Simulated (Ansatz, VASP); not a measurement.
# MnS in two plane-wave programs, part 2 of 2

One calculation is typed for both programs; each brings its own data sets and cutoff. How far apart do they land?

VASP 6.6.1 and Ansatz 0.2.0.

So far. Step 2 (VASP: relaxation of cell and atoms, r2SCAN): Experiment finds antiferromagnetic order in this phase (below 150 K, arxiv:1108.4537), so this ferromagnetic run describes another state.

The database entry behind the starting cell differs from later determinations by our own check (an axis about 0.2 % short against later determinations), so it need not match the best structure at ambient conditions.

**3. Ansatz: relaxation of cell and atoms, r2SCAN**

Level of this step: Ansatz beside VASP: Kohn-Sham DFT, plane waves, r2SCAN (Ansatz).

Ansatz runs on its default PAW (the set named soft_2) files.

The same cell, functional, mesh and smearing now go to Ansatz, which takes its cutoff from its data sets.

Input file input.yaml:

```yaml
crystal:
  lattice:
    - [0.0, 2.6045, 2.6045]
    - [2.6045, 0.0, 2.6045]
    - [2.6045, 2.6045, 0.0]
  atoms:
    - { symbol: Mn, position: [0.0, 0.0, 0.0], spin: 4.0 }
    - { symbol: S, position: [0.5, 0.5, 0.5] }
hamiltonian:
  xc: r2scan
  pseudopotentials: { kind: paw }
magnetization:
  spin_polarized: true
kpoints:
  mp_grid: { grid: [7, 7, 7] }
scf:
  occupations: { method: gaussian, width: 0.05 }
relax:
  f_tol: 0.01
  max_steps: 60
  cell: { stress_tol: 0.05 }
output:
  forces: true
  stress: true
  write_density: true
  write_potential: true
  elf: true
  volumetric_format: npy
```

On the command line:

```
$ ansatz run input.yaml --threads 4 --pin off --max-ram 9216MiB --backend cpu --events-out ev --progress --plain --runs-dir out
```

Numbers of over 12 decimals in the logs are rounded to 6 here.

What it wrote:

```text
Engine: ansatz 0.2.0, x86_64-unknown-linux-gnu
Pseudopotentials: kind: paw
Pseudopotential: Mn, paw, valence charge 15, recommended cutoff 500 eV (meta_gga), Mn.paw.azcp
Pseudopotential: S, paw, valence charge 6, recommended cutoff 500 eV (meta_gga), S.paw.azcp
Functional definition: r2SCAN
  parameter k0 = 0.174
  parameter k1 = 0.065
  parameter a1 = 4.9479
  exchange = r2scan_x(k0 = k0, k1 = k1, a1 = a1)
  correlation = r2scan_c
Crystal: 2 atoms, lattice volume = 35.335 Å³
Basis set: ecut = 500 eV, 893 PW (Γ), exchange–correlation on 108×108×108 points (64 copies of the dense FFT grid, shifted against one another)
Bands: 17, of which v1, the nominal top of the filled ones, is band 11 counted from 1 (10 counted from 0)
Symmetry: 48 space group operations
Space group: Fm-3m (ITA 225), of the structure as read, at distance tolerance 3.3e-5 Å
Magnetic group: BNS 225.116 (UNI 1618), of the structure as read, at distance tolerance 3.3e-5 Å
k-points: 20 of 343
Non-local potential: Mn, projectors of the file, l = 0: 3, l = 1: 2, l = 2: 3, l = 3: 1
Non-local potential: S, projectors of the file, l = 0: 2, l = 1: 2, l = 2: 2
PAW form: soft (Blöchl's): semilocal exchange-correlation on the pseudo side does not see the compensation charge
PAW frozen core: Mn, regenerated for the run's functional (the file was generated under x = pbe(κ = 0.804, μ = 0.219515), c = pbe(β = 0.066725))
PAW frozen core: S, regenerated for the run's functional (the file was generated under x = pbe(κ = 0.804, μ = 0.219515), c = pbe(β = 0.066725))
PAW one-centre angular grid: Mn, 590 points (default); XC on 160 Gauss nodes
PAW one-centre angular grid: S, 302 points (default); XC on 160 Gauss nodes
Initial density: superposition of atomic densities (chi_scale 0.1, normalization cell, long waves kept (reshape's long-wave potential 0.00 eV rms))
Starting moments: Σ|m| = 4 μB on 1 of 2 sites
Initial wavefunctions: pseudopotential atomic-orbital guess
Functional: x = r2scan, c = r2scan; τ floored in thin density (d = 2e-4 eV/Å³)
SCF iter   1: F=—  HF=-4811.266583 eV  |F-HF|=—  |Δ(HF+E_count)|=         —  Δρ=9.08e-2 (↑9.08e-2 ↓1.98e-2)  dr2=1.90e0  dr2_τ=1.09e-2  dr2_m=8.62e-1  M=4.690 μB ∫|m|=4.690 μB  β_m=1.00  ethr=3.10e-3  ⟨swp⟩=4.5  Hψ=3200  notcnv=0
Mixer restart at iter 1: flushing history
preconditioner: auto → Kerker (q_TF=auto, 2.502 Å⁻¹)  [metal: Δε(μ)=0.042 eV  Ē_g=10.016 eV  σ=0.050 eV  W_gap=0.41  n_scr=14 (ndim 8)  ℏωp=22.5 eV  f_vac=0.000  D(μ)=0.92/eV (n_scr^D=8)]
spin=Collinear: Kerker preconditioning applied to the charge; magnetization (m = ρ↑ − ρ↓) channel mixes plain (no charge-response kernel on spin).
SCF iter   2: F=—  HF=-4811.245535 eV  |F-HF|=—  |Δ(HF+E_count)|=   2.10e-2  Δρ=2.21e-2 (↑2.15e-2 ↓2.21e-2)  dr2=5.88e-1  dr2_τ=1.02e-2  dr2_m=1.70e-3  M=4.767 μB ∫|m|=4.767 μB  β_m=1.00  ethr=3.10e-3  ⟨swp⟩=2.1  Hψ=1504  notcnv=0  defer=67  κ⁻¹=1.0e0(r=1)
preconditioner: auto → none  [insulator: Δε(μ)=0.119 eV  Ē_g=10.232 eV  σ=0.050 eV  W_gap=0.66  n_scr=14 (ndim 8)  ℏωp=22.5 eV  f_vac=0.000  D(μ)=0.73/eV (n_scr^D=0)  ε∞_Penn≈5.8]
SCF iter   3: F=—  HF=-4811.603925 eV  |F-HF|=—  |Δ(HF+E_count)|=   3.58e-1  Δρ=7.90e-3 (↑7.90e-3 ↓7.35e-3)  dr2=6.19e-2  dr2_τ=1.46e-3  dr2_m=7.50e-4  M=4.873 μB ∫|m|=4.873 μB  β_m=1.00  ethr=2.80e-3  ⟨swp⟩=2.5  Hψ=1161  notcnv=0  defer=66  κ⁻¹=1.7e-1(r=2)
SCF iter   4: F=—  HF=-4811.698025 eV  |F-HF|=—  |Δ(HF+E_count)|=         —  Δρ=6.45e-3 (↑6.45e-3 ↓4.52e-3)  dr2=2.59e-2  dr2_τ=5.22e-4  dr2_m=2.19e-3  M=4.950 μB ∫|m|=4.950 μB  β_m=1.00  ethr=2.95e-4  ⟨swp⟩=2.6  Hψ=1313  notcnv=0  defer=63
Mixer restart at iter 4: flushing history
SCF iter   5: F=—  HF=-4811.747040 eV  |F-HF|=—  |Δ(HF+E_count)|=   4.90e-2  Δρ=3.37e-3 (↑3.37e-3 ↓3.29e-3)  dr2=8.78e-3  dr2_τ=1.81e-4  dr2_m=9.46e-5  M=4.965 μB ∫|m|=4.965 μB  β_m=1.00  ethr=1.23e-4  ⟨swp⟩=2.1  Hψ=897  notcnv=0  defer=63  κ⁻¹=1.0e0(r=1)
SCF iter   6: F=—  HF=-4811.799389 eV  |F-HF|=—  |Δ(HF+E_count)|=   5.23e-2  Δρ=2.29e-3 (↑2.23e-3 ↓2.29e-3)  dr2=4.78e-3  dr2_τ=6.88e-5  dr2_m=7.86e-5  M=4.965 μB ∫|m|=4.965 μB  β_m=1.00  ethr=4.18e-5  ⟨swp⟩=2.5  Hψ=1276  notcnv=0  defer=63  κ⁻¹=4.5e-2(r=2)
SCF iter   7: F=—  HF=-4811.849041 eV  |F-HF|=—  |Δ(HF+E_count)|=   4.97e-2  Δρ=8.71e-4 (↑8.71e-4 ↓6.92e-4)  dr2=9.49e-4  dr2_τ=6.66e-6  dr2_m=3.59e-5  M=4.965 μB ∫|m|=4.965 μB  β_m=1.00  ethr=2.28e-5  ⟨swp⟩=2.0  Hψ=1297  notcnv=0  defer=63  κ⁻¹=1.1e-2(r=3)
SCF iter   8: F=—  HF=-4811.852677 eV  |F-HF|=—  |Δ(HF+E_count)|=   3.64e-3  Δρ=3.59e-4 (↑2.86e-4 ↓3.59e-4)  dr2=8.44e-5  dr2_τ=2.33e-6  dr2_m=1.02e-5  M=4.965 μB ∫|m|=4.965 μB  β_m=1.00  ethr=4.52e-6  ⟨swp⟩=2.0  Hψ=1207  notcnv=0  defer=63  κ⁻¹=5.1e-3(r=4)
SCF iter   9: F=—  HF=-4811.852605 eV  |F-HF|=—  |Δ(HF+E_count)|=   7.24e-5  Δρ=1.58e-4 (↑1.36e-4 ↓1.58e-4)  dr2=2.09e-5  dr2_τ=2.74e-7  dr2_m=1.24e-7  M=4.965 μB ∫|m|=4.965 μB  β_m=1.00  ethr=4.02e-7  ⟨swp⟩=2.1  Hψ=961  notcnv=0  defer=63  κ⁻¹=1.1e-3(r=5)
SCF iter  10: F=—  HF=-4811.852598 eV  |F-HF|=—  |Δ(HF+E_count)|=   6.89e-6  Δρ=7.51e-5 (↑7.26e-5 ↓7.51e-5)  dr2=4.33e-6  dr2_τ=4.24e-8  dr2_m=2.52e-8  M=4.965 μB ∫|m|=4.965 μB  β_m=1.00  ethr=9.93e-8  ⟨swp⟩=2.1  Hψ=953  notcnv=0  defer=63  κ⁻¹=1.7e-4(r=6)
SCF iter  11: F=—  HF=-4811.852599 eV  |F-HF|=—  |Δ(HF+E_count)|=   1.07e-6  Δρ=1.30e-5 (↑1.30e-5 ↓1.05e-5)  dr2=9.73e-8  dr2_τ=1.82e-9  dr2_m=4.82e-9  M=4.965 μB ∫|m|=4.965 μB  β_m=1.00  ethr=2.06e-8  ⟨swp⟩=2.2  Hψ=1038  notcnv=0  defer=63  κ⁻¹=4.9e-6(r=7)
SCF iter  12: F=—  HF=-4811.852599 eV  |F-HF|=—  |Δ(HF+E_count)|=   1.07e-7  Δρ=6.36e-6 (↑6.36e-6 ↓6.02e-6)  dr2=2.65e-8  dr2_τ=4.87e-10  dr2_m=2.62e-10  M=4.965 μB ∫|m|=4.965 μB  β_m=1.00  ethr=4.63e-10  ⟨swp⟩=2.6  Hψ=998  notcnv=0  defer=63  κ⁻¹=2.1e-7(r=8)
SCF iter  13: F=—  HF=-4811.852599 eV  |F-HF|=—  |Δ(HF+E_count)|=   1.34e-7  Δρ=1.60e-6 (↑1.60e-6 ↓1.47e-6)  dr2=1.24e-9  dr2_τ=5.33e-11  dr2_m=6.05e-11  M=4.965 μB ∫|m|=4.965 μB  β_m=1.00  ethr=1.26e-10  ⟨swp⟩=2.0  Hψ=1008  notcnv=0  defer=63  κ⁻¹=1.3e-7(r=8)
SCF iter  14: F=-4811.852599 eV  HF=-4811.852599 eV  |F-HF|=1.12e-10  |Δ(HF+E_count)|=   7.19e-9  Δρ=3.88e-7 (↑3.88e-7 ↓2.72e-7)  dr2=6.97e-11  dr2_τ=1.83e-12  dr2_m=6.59e-12  M=4.965 μB ∫|m|=4.965 μB  ethr=5.91e-12  ⟨swp⟩=4.1  Hψ=3063  notcnv=0
SCF 1 converged in 14 iterations: F = -4811.852599 eV  dr2 = 6.97e-11
  greatest PAW one-centre occupation: 1.006 electrons in one spin orbital (limit 2), on the Mn atom at site 0 (counted from 0), in its partial waves of l = 1
relax step   1: F+E_penalty+E_count = -4811.85259948 eV  Δ(F+E_penalty+E_count) = +0.000e0 eV  max|allowed force component| = 9.861e-30 eV/Å  Δτ_max = 0.0000 Å  P = +0.273 GPa  Ω = 35.335 Å³  (14 SCF iters, dr2 threshold 1.00e-7 eV, accepted)
[...]
relax step   2: F+E_penalty+E_count = -4811.85263515 eV  Δ(F+E_penalty+E_count) = -3.568e-5 eV  max|allowed force component| = 1.381e-30 eV/Å  Δτ_max = 0.0000 Å  P = +0.004 GPa  Ω = 35.443 Å³  energy of the carried Pulay correction = -5.730e-5 eV  (6 SCF iters, dr2 threshold 1.87e-7 eV, accepted)
[...]
relax step   3: F+E_penalty+E_count = -4811.85271924 eV  Δ(F+E_penalty+E_count) = -8.408e-5 eV  max|allowed force component| = 2.547e-30 eV/Å  Δτ_max = 0.0000 Å  P = +0.006 GPa  Ω = 35.443 Å³  stress off target by 6.30e-3 GPa  SCF on the basis re-selected at this cell (its energy is not comparable with the rows above)  (11 SCF iters)
basis re-selected at this cell: Δ(F+E_penalty+E_count) = -8.408e-5 eV, ΔP = +0.002 GPa vs the last step (what re-selecting the basis moved, of the pressure what is left beyond the Pulay correction that the steps carried, after the strain that the cell walked since its last selection, with what the two solves' SCF thresholds leave and, on support functions, any second-order correction that the steps lacked; it is no m [...]
SCF converged after 11 iterations
Stability not checked: this state was not tested for a lower state beside it, because the mixer in use, unlike msr1, does not test its closes by its own steps (another_mixer; see scf.mixing.algorithm and scf.lower_state_search)
Magnetization: 4.9654 μB (12.9827 up, 8.0173 down)
Absolute magnetization: 4.9654 μB (∫|ρ↑−ρ↓|, with the PAW one-centre terms)
Spin contamination: 0.0148 ħ² per cell (⟨S²⟩ above its minimum at these occupations)
Per-site moments (μB) at R_I (Å): [(4.446142, 1.075449), (0.179079, 1.075449)]
Free energy (F): -4811.852719 eV
Harris-Foulkes:  -4811.852719 eV  (|F-HF|=1.82e-12)
Internal energy: -4811.851748 eV  (E = F + TS)
E sigma→0 (E₀):  -4811.852233 eV
Entropy (-TS):   -0.000972 eV (-0.486 meV/atom)
Fermi energy:    10.246271 eV
--- Per-component energies (eV) ---
  E_band       = -320.228162
  E_kinetic    = 405.922701
  E_local      = -2461.421610  (includes V_loc(G=0)·N_el)
  E_nonlocal   = 284.290145
  E_hartree    = 1010.551334
  E_xc         = -198.941690
  E_vxc        = -251.809208  (∫ρ·V_xc dr)
  E_paw        = -1928.701268  (= ΣΔE_a)
  E_vpaw       = -333.364799  (= ΣTr[D̂ρ^β])
  E_aug_tail   = -0.000003  (compensation charges beyond the density's cutoff)
  E_vtau       = 15.051864  (kinetic-family band-sum trace: ∫τ·v_τ [+ j·A + Jᵃ·Aᵃ] dr)
  E_ewald      = -1923.158546
  E_core_change = -0.392810  (= ΣΔE_core)
  E_smearing   = -0.000972  (= −TS)
  E_closure    = 0.000000  (closes the sum)
  Σ components = -4811.852719   (vs F -4811.852719, Δ=0.00e0)
--- Forces (eV/Å), atoms counted from 1 ---
  atom   1  Mn    -0.00000000     0.00000000    -0.00000000
  atom   2  S      0.00000000    -0.00000000     0.00000000
  max |Σ_I F_I| component: 3.85e-30 eV/Å
--- Stress (GPa, compression-positive) ---
        0.006298      -0.000000      -0.000000
       -0.000000       0.006298      -0.000000
       -0.000000      -0.000000       0.006298
  P = ⅓ Tr σ = 0.0063 GPa (0.063 kbar)
--- Band table (eV; the first three rows and the last of 40) ---
  k-point 0 ↑: bands = [... 7 lower, 6.2335, 6.3188, 6.3188, 8.2194, 8.2194, 8.2194, 12.3446, 19.0029, ... 2 higher]
  k-point 1 ↑: bands = [... 7 lower, 5.8850, 6.3272, 6.3272, 7.4223, 8.7344, 8.7344, 13.4532, 17.7848, ... 2 higher]
  k-point 2 ↑: bands = [... 7 lower, 5.2734, 6.5162, 6.5162, 7.0763, 9.5913, 9.5913, 14.0944, 17.2288, ... 2 higher]
  k-point 19 ↓: bands = [... 7 lower, 6.4162, 11.8339, 12.3889, 12.4760, 12.7991, 12.8050, 16.2412, 18.1679, ... 2 higher]
--- Relaxed structure (2 steps of the walk, 2 accepted, 1 SCFs on fresh bases) ---
  F+E_penalty+E_count = -4811.85271924 eV   max|allowed force component| = 2.547e-30 eV/Å   (the final SCF, on the basis selected at the relaxed cell)
  cell:  # Å, volume = 35.4427 Å³
    - [0, 2.607148, 2.607148]
    - [2.607148, 0, 2.607148]
    - [2.607148, 2.607148, 0]
  atoms:
    - { symbol: Mn, position: [0, 0, 0] }
    - { symbol: S, position: [0.5, 0.5, 0.5] }
```

Run time: 4.3 s. Hardware: 4 threads of Intel Xeon Platinum 8488C (Sapphire Rapids), shared host; peak memory 0.48 GiB; 13 s of CPU time.

**4. Comparison**

Known differences besides the potentials themselves: VASP keeps PBE cores, Ansatz makes them for the functional; both relaxations stop at a tolerance, which leaves soft axes loose, and VASP keeps its plane-wave basis; the data sets hold 21 valence electrons in Ansatz (default PAW (the set named soft_2) files) and 19 in VASP; the cutoff is 500 eV in Ansatz and 400 eV in VASP; Ansatz adds a Pulay correction to the stress that steers its cell, VASP none; site moments are counted in spheres of each program's own size. Total energies have different zeros and are not compared.

The two programs side by side:

```csv
quantity,Ansatz,VASP,difference
volume (Å³),35.44,35.26,+0.52 %
"edge a after relaxation, in the typed setting (Å)",3.687,3.681,+0.17 %
total moment (μB),4.97,4.97,0.00
moment on Mn1 (μB),4.45,4.49,-0.04
moment on S2 (μB),0.18,0.14,+0.04
```

The walks stopped with 0.01 GPa left in Ansatz and 0.05 GPa in VASP; each walk ends within a tolerance, so the volume difference is uncertain by about these residues over the bulk modulus, most in soft cells.

**5. Results**

| Quantity | Value |
| --- | --- |
| difference in volume (relaxation of cell and atoms, r2SCAN) | 0.52 % |

The difference in volume is 0.52 % (relaxation of cell and atoms, r2SCAN), within the 1.2 % picked in this series as the mark of a large difference, as far as the stopping tolerances let one tell. How closely two codes agree says nothing of how well the functional describes the real material.

[Lines on the potential files, build, host, timing and source positions are cut from VASP's logs without a mark.]

[Logs are printed without paths, hosts, clocks, repeated set-up lines and the standing remarks that a program may print on its own settings, such as how far it seeks lower states.]

[Hosts, paths, dates, database ids (printed as entryN), source tags and the programs' standing remarks are cut or masked in the printed files.]
